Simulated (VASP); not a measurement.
Computed with PBE GGA, VASP's PBE PAW potentials (set 64) (plane waves; VASP 6.6.1).

The input files of a VASP run:

KPOINTS:
```
kpoints
0
Gamma
1 1 1
```

**POSCAR**
```
Ga31ZnSb32
1
   12.4495035576    -0.0000000000    -0.0000000000
   -0.0000000000    12.4495035576     0.0000000000
    0.0000000000     0.0000000000    12.4495035576
Ga Sb Zn
31 32 1
Direct
  0.5000000000   0.0000000000   0.0000000000
  0.7500000000   0.2500000000   0.0000000000
  0.7500000000   0.0000000000   0.2500000000
  0.0000000000   0.0000000000   0.0000000000
  0.2500000000   0.2500000000   0.0000000000
  0.5000000000   0.5000000000   0.0000000000
  0.7500000000   0.7500000000   0.0000000000
  0.2500000000   0.0000000000   0.2500000000
  0.5000000000   0.2500000000   0.2500000000
  0.7500000000   0.5000000000   0.2500000000
  0.5000000000   0.0000000000   0.5000000000
  0.7500000000   0.2500000000   0.5000000000
  0.7500000000   0.0000000000   0.7500000000
  0.0000000000   0.5000000000   0.0000000000
  0.2500000000   0.7500000000   0.0000000000
  0.0000000000   0.2500000000   0.2500000000
  0.2500000000   0.5000000000   0.2500000000
  0.5000000000   0.7500000000   0.2500000000
  0.0000000000   0.0000000000   0.5000000000
  0.2500000000   0.2500000000   0.5000000000
  0.7500000000   0.7500000000   0.5000000000
  0.2500000000   0.0000000000   0.7500000000
  0.5000000000   0.2500000000   0.7500000000
  0.7500000000   0.5000000000   0.7500000000
  0.0000000000   0.7500000000   0.2500000000
  0.0000000000   0.5000000000   0.5000000000
  0.2500000000   0.7500000000   0.5000000000
  0.0000000000   0.2500000000   0.7500000000
  0.2500000000   0.5000000000   0.7500000000
  0.5000000000   0.7500000000   0.7500000000
  0.0000000000   0.7500000000   0.7500000000
  0.6250000000   0.1250000000   0.1250000000
  0.8750000000   0.3750000000   0.1250000000
  0.8750000000   0.1250000000   0.3750000000
  0.1250000000   0.1250000000   0.1250000000
  0.3750000000   0.3750000000   0.1250000000
  0.6250000000   0.6250000000   0.1250000000
  0.8750000000   0.8750000000   0.1250000000
  0.3750000000   0.1250000000   0.3750000000
  0.6253820000   0.3788300000   0.3782570000
  0.8750000000   0.6250000000   0.3750000000
  0.6250000000   0.1250000000   0.6250000000
  0.8750000000   0.3750000000   0.6250000000
  0.8750000000   0.1250000000   0.8750000000
  0.1250000000   0.6250000000   0.1250000000
  0.3750000000   0.8750000000   0.1250000000
  0.1250000000   0.3750000000   0.3750000000
  0.3758670000   0.6265640000   0.3753310000
  0.6250000000   0.8750000000   0.3750000000
  0.1250000000   0.1250000000   0.6250000000
  0.3759950000   0.3788390000   0.6263570000
  0.6230490000   0.6216430000   0.6264250000
  0.8750000000   0.8750000000   0.6250000000
  0.3750000000   0.1250000000   0.8750000000
  0.6250000000   0.3750000000   0.8750000000
  0.8750000000   0.6250000000   0.8750000000
  0.1250000000   0.8750000000   0.3750000000
  0.1250000000   0.6250000000   0.6250000000
  0.3750000000   0.8750000000   0.6250000000
  0.1250000000   0.3750000000   0.8750000000
  0.3750000000   0.6250000000   0.8750000000
  0.6250000000   0.8750000000   0.8750000000
  0.1250000000   0.8750000000   0.8750000000
  0.4995640000   0.4977410000   0.5031610000
```

### INCAR
```
SYSTEM = Ga31ZnSb32
PREC = Normal
ENCUT = 400
EDIFF = 1E-5
NELM = 100
ALGO = Fast
LREAL = Auto
LASPH = .TRUE.
ISMEAR = 0
SIGMA = 0.05
GGA = PE
LMAXMIX = 4
LWAVE = .FALSE.
LCHARG = .FALSE.
NELMIN = 4
ISYM = 0
NELECT = 266.0
IBRION = 2
ISIF = 2
NSW = 60
EDIFFG = -0.03
```

POTCAR, in this order: Ga Sb Zn (PBE.64 set). Program: vasp_gam.

What will the output report for the number of irreducible k-points (NKPTS), largest plane-wave count, FFT grid (NGX, NGY, NGZ)?

| Quantity | Result |
|---|---|
| number of irreducible k-points (NKPTS) | 1 |
| largest plane-wave count | 17517 |
| FFT grid (NGX, NGY, NGZ) | 64 × 64 × 64 |

The cell is a supercell with a defect, built from GaSb (zinc blende): Zn_Ga, charge -1. The run is not spin-polarised, so no state with unpaired spins was tried.
